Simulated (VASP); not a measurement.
VASP input:

POSCAR:
```
MgB2
1
    1.5450000000    -2.6760180000     0.0000000000
    1.5450000000     2.6760180000     0.0000000000
    0.0000000000     0.0000000000     3.5200000000
Mg B
1 2
Direct
  0.0000000000   0.0000000000   0.0000000000
  0.3333330000   0.6666670000   0.5000000000
  0.6666670000   0.3333330000   0.5000000000
```

### INCAR
```
SYSTEM = MgB2
PREC = Accurate
ENCUT = 400
EDIFF = 1E-6
NELM = 100
ALGO = Normal
LREAL = .FALSE.
LASPH = .TRUE.
ISMEAR = -1
SIGMA = 0.05
GGA = PE
LWAVE = .FALSE.
LCHARG = .FALSE.
ISIF = 2
```

**KPOINTS**
```
kpoints
0
Gamma
 12 12 9
```

POTCAR, in this order: Mg B (PBE.64 set). Program: vasp_std.

**Question.** Translate this PBE calculation to Quantum ESPRESSO's pw.x.

**Answer.** One equivalent input (not run):
```
&CONTROL
  calculation = 'scf'
  pseudo_dir = './pseudo'
  outdir = './out'
  tprnfor = .true.
  tstress = .true.
/
&SYSTEM
  ibrav = 0
  nat = 3
  ntyp = 2
  ecutwfc = 84
  occupations = 'smearing'
  smearing = 'fermi-dirac'
  degauss = 0.003675
  input_dft = 'pbe'
/
&ELECTRONS
  conv_thr = 7.3e-08
  electron_maxstep = 100
/
ATOMIC_SPECIES
  Mg 24.305 Mg.upf
  B 10.810 B.upf
CELL_PARAMETERS angstrom
     1.5450000   -2.6760180    0.0000000
     1.5450000    2.6760180    0.0000000
     0.0000000    0.0000000    3.5200000
ATOMIC_POSITIONS crystal
  Mg   0.0000000  0.0000000  0.0000000
  B    0.3333330  0.6666670  0.5000000
  B    0.6666670  0.3333330  0.5000000
K_POINTS automatic
  12 12 9 0 0 0
```
Limits of the translation: the potentials are each code's own (VASP's PAW set, PseudoDojo norm-conserving files in pw.x), so ENCUT and ecutwfc are chosen apart and not converted; conv_thr bounds pw.x's estimated SCF error, while EDIFF bounds the energy change between steps.

The structure is a typed MgB2 crystal (P6/mmm). The cell was not relaxed at this level.
